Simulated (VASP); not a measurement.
Given:

```
CELL_PARAMETERS angstrom
      4.05705     0.00000     0.00000
     -2.02852     3.51351     0.00000
      0.00000     0.00000     7.19071
ATOMIC_POSITIONS crystal
  Cu 0.66667 0.33333 0.59290
  Cu 0.33333 0.66667 0.40710
  I  0.33333 0.66667 0.76376
  I  0.66667 0.33333 0.23624
```

Method: PBEsol GGA, VASP's PBE PAW potentials (set 64) (plane waves; VASP 6.6.1). Numerical set-up: 400 eV cut-off, 7×7×4 Γ-centred mesh, tetrahedra with Blöchl corrections, potentials Cu I.

Without a dispersion term in the relaxation, distances and binding between the weakly bound layers, chains or molecules are unreliable, and so is what depends on them.

Q: Predict the energy per atom (σ→0).

A: 
The energy per atom (σ→0) is -3.173 eV/atom.

Only differences to runs with the same potentials and settings are physical.

The structure comes from a computed database's CuI entry (P-3m1); how it stands against other phases isn't given here. It was relaxed first, which changed the volume by -7 %.
